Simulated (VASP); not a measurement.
VASP input:

**KPOINTS**
```
Automatic
0
G
16 16 12
```

### POSCAR
```
CoGe
1
    2.8526943453    -0.0000000000    -0.0000000000
   -1.4263471726     2.4705057350     0.0000000000
   -0.0000000000     0.0000000000     3.4986122328
Co Ge
1 1
Direct
  0.0000000000   0.0000000000   0.0000000000
  0.6666670000   0.3333330000   0.5000000000
```

**INCAR**
```
# general
SYSTEM   =  CoGe
PREC     =  Accurate
ENCUT    =  400
LREAL    =  .FALSE.
LASPH    =  .TRUE.

# electronic loop
EDIFF    =  1E-7
NELM     =  100
ALGO     =  Normal
LMAXMIX  =  4

# smearing
ISMEAR   =  -5

# functional
GGA      =  PS

# ions
ISIF     =  2

# output
LWAVE    =  .FALSE.
LCHARG   =  .TRUE.
LORBIT   =  11
NEDOS    =  601
```

POTCAR, in this order: Co Ge_d (PBE.64 set). Program: vasp_std.

Q: Translate this PBEsol calculation to Quantum ESPRESSO's pw.x.

A: One equivalent input (not run):
```
&CONTROL
  calculation = 'scf'
  pseudo_dir = './pseudo'
  outdir = './out'
  tprnfor = .true.
  tstress = .true.
/
&SYSTEM
  ibrav = 0
  nat = 2
  ntyp = 2
  ecutwfc = 96
  occupations = 'tetrahedra'
  input_dft = 'pbesol'
/
&ELECTRONS
  conv_thr = 7.3e-09
  electron_maxstep = 100
/
ATOMIC_SPECIES
  Co 58.933 Co.upf
  Ge 72.630 Ge.upf
CELL_PARAMETERS angstrom
     2.8526943   -0.0000000   -0.0000000
    -1.4263472    2.4705057    0.0000000
    -0.0000000    0.0000000    3.4986122
ATOMIC_POSITIONS crystal
  Co   0.0000000  0.0000000  0.0000000
  Ge   0.6666670  0.3333330  0.5000000
K_POINTS automatic
  16 16 12 0 0 0
```
What does not carry over: the potentials are each code's own (VASP's PAW set, PseudoDojo norm-conserving files in pw.x), so ENCUT and ecutwfc are chosen apart and not converted; conv_thr bounds pw.x's estimated SCF error, while EDIFF bounds the energy change between steps.

The structure was generated: CoGe was put into the WC type (P-6m2), which need not be its known phase. It was relaxed first, which changed the volume by -10 %.
